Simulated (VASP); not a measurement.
VASP ran on this input.

### INCAR
```
# general
SYSTEM  = Ga
PREC    = Accurate
ENCUT   = 500   # plane-wave cut-off (eV)
LREAL   = .False.   # projection in real space or not
LASPH   = .True.   # aspherical one-centre terms

# electronic loop
EDIFF   = 1E-6
NELM    = 100
ALGO    = Normal
LMAXMIX = 4   # l cut-off of mixed one-centre charges

# smearing
ISMEAR  = 1
SIGMA   = 0.1   # width (eV)

# ions
IBRION  = 2
NSW     = 40   # most ionic steps
ISIF    = 3   # ions, shape and volume
EDIFFG  = -0.02   # ionic stop
PSTRESS = 50   # kbar

# output
LWAVE   = .False.
LCHARG  = .False.
```

**KPOINTS**
```
K-points
0
gamma
  8 8 7
```

**POSCAR**
```
Ga
1.0
  2.1575950222  -3.6796900999   0.0000000000
  2.1575950222   3.6796900999   0.0000000000
  0.0000000000   0.0000000000   4.3455363879
Ga
4
Cartesian
  2.1575950222   2.5385271747   3.9767023166
  2.1575950222   1.1411629252   1.8039341226
  2.1575950222  -1.1411629252   2.5416022653
  2.1575950222  -2.5385271747   0.3688340713
```

POTCAR, in this order: Ga_d (LDA.64 set). Program: vasp_std.

Q: Translate this LDA calculation to Quantum ESPRESSO's pw.x.

A: One equivalent input (not run):
```
&CONTROL
  calculation = 'vc-relax'
  pseudo_dir = './pseudo'
  outdir = './out'
  tprnfor = .true.
  tstress = .true.
  nstep = 40
  forc_conv_thr = 0.00078
/
&SYSTEM
  ibrav = 0
  nat = 4
  ntyp = 1
  ecutwfc = 80
  occupations = 'smearing'
  smearing = 'methfessel-paxton'
  degauss = 0.00735
  input_dft = 'pz'
/
&ELECTRONS
  conv_thr = 7.3e-08
  electron_maxstep = 100
/
&IONS
/
&CELL
  press = 50
/
ATOMIC_SPECIES
  Ga 69.723 Ga.upf
CELL_PARAMETERS angstrom
     2.1575950   -3.6796901   -0.0000000
     2.1575950    3.6796901    0.0000000
     0.0000000   -0.0000000    4.3455364
ATOMIC_POSITIONS crystal
  Ga   0.1550624  0.8449376  0.9151235
  Ga   0.3449376  0.6550624  0.4151235
  Ga   0.6550624  0.3449376  0.5848765
  Ga   0.8449376  0.1550624  0.0848765
K_POINTS automatic
  8 8 7 0 0 0
```
The two are equivalent in intent, not identical: the potentials are each code's own (VASP's PAW set, PseudoDojo norm-conserving files in pw.x), so ENCUT and ecutwfc are chosen apart and not converted; conv_thr bounds pw.x's estimated SCF error, while EDIFF bounds the energy change between steps; forc_conv_thr acts on force components and is met together with etot_conv_thr.

The compound is Ga in the alpha structure. It was relaxed first under an external pressure of 5 GPa.
